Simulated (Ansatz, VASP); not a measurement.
**Cross-check of GaP (GaP, zinc blende at a = 5.493 A) between VASP and Ansatz**

Aim: how closely do two programs agree when they are given the same cell, functional and k mesh? The cell is taken from a series of runs on this material, whose earlier steps may have relaxed, scaled, displaced or heated it; both programs get it as it stands.

Program: Ansatz 0.2.0. Level of theory: plane waves, with VASP 6.6.1 beside it; single point at LDA. Results are calculated unless marked as measured.

### 1. Set-up

It takes space group F-43m (No. 216, cubic). Conventional cell: a = 5.493 Å, b = 5.493 Å, c = 5.493 Å, α = 90.00°, β = 90.00°, γ = 90.00°. Nearest to Ga lie 4 P at 2.38 Å. Nearest to P lie 4 Ga at 2.38 Å. Farther neighbours are not listed.

### 2. VASP: single point, LDA

A single point gives forces, pressure and levels at one fixed geometry, so differences don't come from the geometry; what else differs is listed under the comparison.

Lines of VASP's logs that name or quote its potential files are left out, and so is its time.

INCAR

```
SYSTEM = GaP
PREC = Accurate
ENCUT = 400
EDIFF = 1E-06
NELM = 120
ISMEAR = -1
SIGMA = 0.02
LREAL = .FALSE.
ALGO = Normal
GGA = PW92
NBANDS = 24
LORBIT = 11
LWAVE = .FALSE.
LCHARG = .FALSE.
ISIF = 2
LASPH = .TRUE.
GGA_COMPAT = .FALSE.
EFERMI = MIDGAP
```

POSCAR

```
GaP
1.0
    5.4930000000      0.0000000000      0.0000000000
    0.0000000000      3.8841375491      0.0000000000
    0.0000000000      0.0000000000      3.8841375491
Ga P
2 2
Direct
    0.0000000000      0.0000000000      0.0000000000
    0.5000000000      0.5000000000      0.5000000000
    0.2500000000      0.5000000000      0.0000000000
    0.7500000000      0.0000000000      0.5000000000
```

KPOINTS

```
Automatic mesh
0
Gamma
6 8 8
0 0 0
```

PAW data sets: Ga_d and P (LDA family, release 64).

Command:

```sh
mpirun -np 1 vasp_std
```

Numbers of over 12 decimals in the logs are rounded to 6 here.

The program printed:

```text
[banner, memory and clock lines left out]
running    1 mpi-ranks, on    1 nodes
 distrk:  each k-point on    1 cores,    1 groups
 distr:  one band on    1 cores,    1 groups

 POSCAR found type information on POSCAR GaP
 POSCAR found :  2 types and       4 ions
|                                                                             |
|               ----> ADVICE to this user running VASP <----                  |
|                                                                             |
|     You enforced a specific xc type in the INCAR file but a different       |
|     [... a line on the potential file left out ...]
|     I HOPE YOU KNOW WHAT YOU ARE DOING!                                     |
|                                                                             |

 LDA part: xc-table for (Slater(with rela. corr.)+PW92), standard interpolation
 POSCAR, INCAR and KPOINTS ok, starting setup
 FFT: planning ... GRIDC
 FFT: planning ... GRID_SOFT
 FFT: planning ... GRID
 WAVECAR not read
 entering main loop
       N       E                     dE             d eps       ncg     rms          rms(c)
DAV:   1     0.205014337202E+03    0.20501E+03   -0.15499E+04  2960   0.187E+03
DAV:   2     0.547659855720E-01   -0.20496E+03   -0.19928E+03  3208   0.396E+02
DAV:   3    -0.208755168479E+02   -0.20930E+02   -0.20851E+02  3544   0.109E+02
DAV:   4    -0.214335719631E+02   -0.55806E+00   -0.55774E+00  3528   0.198E+01
DAV:   5    -0.214483965067E+02   -0.14825E-01   -0.14823E-01  3832   0.276E+00    0.594E+00
DAV:   6    -0.209236098353E+02    0.52479E+00   -0.95751E-01  4160   0.130E+01    0.357E+00
DAV:   7    -0.208391595025E+02    0.84450E-01   -0.34980E-01  3520   0.304E+00    0.141E+00
DAV:   8    -0.208314922657E+02    0.76672E-02   -0.56482E-02  3576   0.297E+00    0.175E-01
DAV:   9    -0.208308206034E+02    0.67166E-03   -0.81606E-03  3816   0.157E+00    0.558E-02
DAV:  10    -0.208308116490E+02    0.89544E-05   -0.77777E-04  3864   0.299E-01    0.248E-02
DAV:  11    -0.208308374590E+02   -0.25810E-04   -0.12861E-04  4440   0.945E-02    0.257E-02
DAV:  12    -0.208308335521E+02    0.39070E-05   -0.13884E-05  3328   0.304E-02    0.190E-02
DAV:  13    -0.208308317464E+02    0.18057E-05   -0.31930E-06  2912   0.111E-02    0.441E-03
DAV:  14    -0.208308307965E+02    0.94991E-06   -0.35983E-06  2568   0.257E-02
   1 F= -.20830831E+02 E0= -.20830831E+02  d E =-.697148E-17
```

Parts of OUTCAR (step 2):

```text
ion  position               nearest neighbor table
   1  0.000  0.000  0.000-   3 2.38   4 2.38   4 2.38   3 2.38
   2  0.500  0.500  0.500-   3 2.38   4 2.38   3 2.38   4 2.38
   3  0.250  0.500  0.000-   1 2.38   2 2.38   2 2.38   1 2.38
   4  0.750  0.000  0.500-   1 2.38   2 2.38   1 2.38   2 2.38

  LATTYP: Found a simple tetragonal cell.
 ALAT       =     3.8841375491
 C/A-ratio  =     1.4142135624

 Subroutine GETGRP returns: Found  8 space group operations
 (whereof  8 operations were pure point group operations)

The static configuration has the point symmetry D_2d.

 Found     60 irreducible k-points:

   k-points           NKPTS =     60   k-points in BZ     NKDIM =     60   number of bands    NBANDS=     24

   dimension x,y,z NGX =    36 NGY =   28 NGZ =   28
   dimension x,y,z NGXF=    72 NGYF=   56 NGZF=   56

   ENCUT  =  400.0 eV  29.40 Ry    5.42 a.u.   8.96  6.33  6.33*2*pi/ulx,y,z

   NELECT =      36.0000    total number of electrons

 k-points in reciprocal lattice and weights: Automatic mesh
   0.00000000  0.00000000  0.00000000       0.003
   0.16666667  0.00000000  0.00000000       0.005
   0.33333333  0.00000000  0.00000000       0.005
   0.50000000  0.00000000  0.00000000       0.003
   0.00000000  0.12500000  0.00000000       0.010
   0.16666667  0.12500000  0.00000000       0.021
   0.33333333  0.12500000  0.00000000       0.021
   0.50000000  0.12500000  0.00000000       0.010
   0.00000000  0.25000000  0.00000000       0.010
[...]
0.33333333  0.50000000  0.50000000       0.005
   0.50000000  0.50000000  0.50000000       0.003

 average (electrostatic) potential at core
       1 -66.7790       2 -66.7790       3 -84.8581       4 -84.8581

 E-fermi :   4.9934

 k-point     1 :       0.0000    0.0000    0.0000
  band No.  band energies     occupation
    ...
     14       1.6445      2.00000
     15       1.6445      2.00000
     16       4.2712      2.00000
     17       4.2715      2.00000
     18       4.2715      2.00000
     19       5.7156      0.00000
     20       5.8161      0.00000
     21       5.9753      0.00000
     22       8.0702      0.00000
     23       8.0702      0.00000
    ...

 k-point     2 :       0.1667    0.0000    0.0000
  band No.  band energies     occupation
    ...
     14       1.7586      2.00000
     15       1.7586      2.00000
     16       3.3370      2.00000
     17       3.9522      2.00000
     18       3.9522      2.00000
     19       5.7522      0.00000
     20       6.3438      0.00000
     21       6.5874      0.00000
     22       7.7531      0.00000
     23       8.5181      0.00000
    ...

 k-point     3 :       0.3333    0.0000    0.0000
  band No.  band energies     occupation
    ...
     14       1.9498      2.00000
     15       2.0936      2.00000
     16       2.0936      2.00000
     17       3.2903      2.00000
     18       3.2903      2.00000
     19       5.9171      0.00000
     20       6.9251      0.00000
     21       7.0479      0.00000
     22       7.7958      0.00000
     23       9.5630      0.00000
    ...

  Total       -2.3938603     -2.3806688     -2.3806688      0.0000000      0.0000000      0.0000000
  in kB      -46.2818369    -46.0267980    -46.0267980      0.0000000      0.0000000      0.0000000
  external PRESSURE =     -46.1118109 kB  Pullay stress =       0.0000000 kB

  energy-cutoff  :      400.00
  volume of cell :       82.87
      direct lattice vectors                 reciprocal lattice vectors
     5.493000000  0.000000000  0.000000000     0.182049882  0.000000000  0.000000000
     0.000000000  3.884137549  0.000000000     0.000000000  0.257457412  0.000000000
     0.000000000  0.000000000  3.884137549     0.000000000  0.000000000  0.257457412

 POSITION                                       TOTAL-FORCE (eV/Angst)
 -----------------------------------------------------------------------------------
      0.00000      0.00000      0.00000        -0.000000      0.000000     -0.000000
      2.74650      1.94207      1.94207        -0.000000     -0.000000      0.000000
      1.37325      1.94207      0.00000         0.000000      0.000000     -0.000000
      4.11975      0.00000      1.94207         0.000000      0.000000     -0.000000
 -----------------------------------------------------------------------------------
    total drift:                                0.000003      0.000000      0.000000

  FREE ENERGIE OF THE ION-ELECTRON SYSTEM (eV)
  ---------------------------------------------------
  free  energy   TOTEN  =       -20.8308307965 eV

  energy  without entropy=      -20.8308307965  energy(sigma->0) =      -20.83083080

 total charge
# of ion       s       p       d       tot
------------------------------------------
    1        0.875   0.834  10.006  11.714
    2        0.875   0.834  10.006  11.714
    3        1.027   1.498   0.000   2.525
    4        1.027   1.498   0.000   2.525
--------------------------------------------------
tot          3.804   4.664  20.011  28.478

[... 3 further parts left out ...]
```

The run ends at a pressure of -4.61 GPa.

### 3. Ansatz: single point, LDA

Ansatz runs on its default PAW (the set named soft_2) files.

The same cell, functional (in two slightly different forms), mesh and smearing now go to Ansatz, which takes its cutoff from its data sets.

input.yaml

```yaml
crystal:
  lattice:
    - [5.493, 0.0, 0.0]
    - [0.0, 3.8841375491, 0.0]
    - [0.0, 0.0, 3.8841375491]
  atoms:
    - { symbol: Ga, position: [0.0, 0.0, 0.0] }
    - { symbol: P, position: [0.25, 0.5, 0.0] }
    - { symbol: Ga, position: [0.5, 0.5, 0.5] }
    - { symbol: P, position: [0.75, 0.0, 0.5] }
kpoints:
  mp_grid: { grid: [6, 8, 8] }
hamiltonian:
  xc: lda
scf:
  occupations: { method: fermi_dirac, width: 0.02 }
  convergence: { dr2_threshold: 1.0e-08 }
output:
  eigenvalues: true
checkpoint:
  write: az.a.run
  compress: false
  write_wavefunctions: false
```

Command:

```sh
ansatz run input.yaml --threads 4 --pin off --max-ram 8192MiB --backend cpu --events-out ev --progress --plain --runs-dir out
```

The program printed:

```text
Engine: ansatz 0.2.0, x86_64-unknown-linux-gnu
Pseudopotentials: kind: paw
Pseudopotential: Ga, paw, valence charge 13, recommended cutoff 420 eV (normal), Ga.paw.azcp
Pseudopotential: P, paw, valence charge 5, recommended cutoff 420 eV (normal), P.paw.azcp
Functional definition: SPW92
  exchange = slater_x
  correlation = pw_c
Crystal: 4 atoms, lattice volume = 82.870 Å³
Basis set: ecut = 420 eV, 1659 PW (Γ)
Bands: 22, of which v1, the nominal top of the filled ones, is band 18 counted from 1 (17 counted from 0)
Symmetry: 16 space group operations
Space group: F-43m (ITA 216), of the structure as read, at distance tolerance 4.4e-5 Å
k-points: 60 of 384 (time reversal used)
Non-local potential: Ga, projectors of the file, l = 0: 2, l = 1: 2, l = 2: 3, l = 3: 1
Non-local potential: P, projectors of the file, l = 0: 2, l = 1: 2, l = 2: 2
PAW form: soft (Blöchl's): semilocal exchange-correlation on the pseudo side does not see the compensation charge
PAW frozen core: Ga, regenerated for the run's functional, and the local potential with it (the file was generated under x = pbe(κ = 0.804, μ = 0.219515), c = pbe(β = 0.066725))
PAW frozen core: P, regenerated for the run's functional, and the local potential with it (the file was generated under x = pbe(κ = 0.804, μ = 0.219515), c = pbe(β = 0.066725))
PAW one-centre angular grid: Ga, 590 points (default); XC on 64 Gauss nodes
PAW one-centre angular grid: P, 110 points (default); XC on 64 Gauss nodes
Initial density: superposition of atomic densities (neutral atoms: chi_scale 0, normalization atom), corrected by the library's trained network
Initial wavefunctions: pseudopotential atomic-orbital guess
Functional: x = slater, c = lda
SCF iter   1: F=—  HF=-8867.482918 eV  |F-HF|=—  |Δ(HF+E_count)|=         —  Δρ=6.54e-3  dr2=3.69e-2  ethr=1.77e-3  ⟨swp⟩=6.9  Hψ=6736  notcnv=0
preconditioner: auto → Resta (q_TF=auto, 2.374 Å⁻¹)  ε∞=4.1  [insulator: Δε(μ)=1.373 eV  Ē_g=13.828 eV  σ=0.020 eV  W_gap=1.00  n_scr=20 (ndim 8)  ℏωp=24.5 eV  f_vac=0.015  D(μ)=0.00/eV (n_scr^D=0)  ε∞_Penn≈4.1]
SCF iter   2: F=—  HF=-8867.470615 eV  |F-HF|=—  |Δ(HF+E_count)|=   1.23e-2  Δρ=3.46e-3  dr2=7.41e-3  ethr=1.02e-4  ⟨swp⟩=2.1  Hψ=2279  notcnv=0
SCF iter   3: F=—  HF=-8867.469191 eV  |F-HF|=—  |Δ(HF+E_count)|=   1.42e-3  Δρ=9.57e-4  dr2=6.40e-4  ethr=2.06e-5  ⟨swp⟩=2.0  Hψ=2642  notcnv=0
SCF iter   4: F=—  HF=-8867.468725 eV  |F-HF|=—  |Δ(HF+E_count)|=   4.66e-4  Δρ=3.52e-4  dr2=1.11e-4  ethr=1.78e-6  ⟨swp⟩=2.0  Hψ=2614  notcnv=0
SCF iter   5: F=—  HF=-8867.468736 eV  |F-HF|=—  |Δ(HF+E_count)|=   1.03e-5  Δρ=8.90e-5  dr2=1.04e-5  ethr=3.08e-7  ⟨swp⟩=1.0  Hψ=1326  notcnv=0
SCF iter   6: F=—  HF=-8867.468734 eV  |F-HF|=—  |Δ(HF+E_count)|=   1.29e-6  Δρ=2.17e-5  dr2=3.03e-7  ethr=2.89e-8  ⟨swp⟩=2.0  Hψ=2395  notcnv=0
SCF iter   7: F=—  HF=-8867.468735 eV  |F-HF|=—  |Δ(HF+E_count)|=   2.66e-7  Δρ=2.25e-6  dr2=4.51e-9  ethr=2.78e-11  ⟨swp⟩=3.5  Hψ=5183  notcnv=0
SCF iter   8: F=-8867.468735 eV  HF=-8867.468735 eV  |F-HF|=2.93e-10  |Δ(HF+E_count)|=  2.20e-10  Δρ=8.08e-7  dr2=4.01e-10  ethr=1.25e-11  ⟨swp⟩=1.1  Hψ=4001  notcnv=0
SCF 1 converged in 8 iterations: F = -8867.468735 eV  dr2 = 4.01e-10
  greatest PAW one-centre occupation: 0.994 electrons in one spin orbital (limit 2), on the Ga atom at site 2 (counted from 0), in its partial waves of l = 2
SCF converged after 8 iterations
Free energy (F): -8867.468735 eV
Harris-Foulkes:  -8867.468735 eV  (|F-HF|=2.93e-10)
Internal energy: -8867.468735 eV  (E = F + TS)
E sigma→0 (E₀):  -8867.468735 eV
Fermi energy:    7.257680 eV
--- Per-component energies (eV) ---
  E_band       = -137.385654
  E_kinetic    = 371.810004
  E_local      = -4442.963715  (includes V_loc(G=0)·N_el)
  E_nonlocal   = 923.916059
  E_hartree    = 2046.624762
  E_xc         = -259.417644
  E_vxc        = -238.273379  (∫ρ·V_xc dr)
  E_paw        = -4906.151943  (= ΣΔE_a)
  E_vpaw       = -845.122592  (= ΣTr[D̂ρ^β])
  E_aug_tail   = -0.000215  (compensation charges beyond the density's cutoff)
  E_ewald      = -2604.977705
  E_core_change = 3.691663  (= ΣΔE_core)
  E_smearing   = -0.000000  (= −TS)
  E_closure    = -0.000000  (closes the sum)
  Σ components = -8867.468735   (vs F -8867.468735, Δ=0.00e0)
--- Band table (eV; the first three rows and the last of 60) ---
  k-point 0: bands = [... 14 lower, 3.9212, 6.5490, 6.5493, 6.5493, 7.9675, 8.0926, 8.2472, 10.3410]
  k-point 1: bands = [... 14 lower, 4.0294, 5.3587, 6.1625, 6.4898, 8.2769, 8.7405, 9.1730, 10.3791]
  k-point 2: bands = [... 14 lower, 3.7318, 4.3410, 5.2208, 6.2845, 8.6095, 9.3075, 10.6962, 10.8341]
  k-point 59: bands = [... 14 lower, 3.0373, 3.0373, 3.1869, 3.1869, 11.1306, 11.1306, 11.2092, 11.2092]
```

In the SCF lines HF is the Harris–Foulkes energy and dr2 the Hartree energy of the density residual, in eV; the loop may stop once dr2 is under the threshold and the program's other checks hold. Hψ counts applications of the Hamiltonian.

### 4. Comparison

Known differences besides the potentials themselves: the cutoff is 420 eV in Ansatz and 400 eV in VASP; VASP's log shows a relativistic correction to its local exchange, Ansatz's none. Total energies have different zeros and are not compared.

Compared:

```
              quantity  Ansatz   VASP  difference
gap on the k mesh (eV)   1.418  1.444      -0.026
```

A gap on the mesh is an upper bound, since the band edges may lie between its points.

### 5. Results

| Property | Result |
| --- | --- |
| difference in gap on the k mesh (single point, LDA) | -0.026 eV |

What this shows: The difference in gap on the k mesh is -0.026 eV (single point, LDA), within the 0.08 eV picked in this series as the mark of a large difference. How closely two codes agree says nothing of how well the functional describes the real material.

[Lines on the potential files, build, host, timing and source positions are cut from VASP's logs without a mark.]

[Logs are printed without paths, hosts, clocks, repeated set-up lines and the standing remarks that a program may print on its own settings, such as how far it seeks lower states.]

[Hosts, paths, dates, database ids (printed as entryN), source tags and the programs' standing remarks are cut or masked in the printed files.]
